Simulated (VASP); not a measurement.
```xyz
2
Lattice="1.4966 -2.5921 0.0000 1.4966 2.5921 0.0000 0.0000 0.0000 5.8510" Properties=species:S:1:pos:R:3 pbc="T T T"
Cd     1.4966     0.8640     1.4628
Cd     1.4966    -0.8640     4.3883
```

The numbers are results of PBE GGA, VASP's PBE PAW potentials (set 64) (plane waves; VASP 6.6.1), not measurements. Settings: 480 eV cut-off, 14×14×6 Γ-centred mesh, first-order Methfessel-Paxton smearing of 0.10 eV, potentials Cd.

Task: Give the stress tensor in GPa (positive for a compressed cell).

Result: 
```
0.94  0.00  0.00
0.00  0.94  0.00
0.00  0.00  1.17
```
The pressure is its mean diagonal, 1.02 GPa.

The compound is Cd in the hcp structure. It was relaxed first, which changed the volume by +5 %.
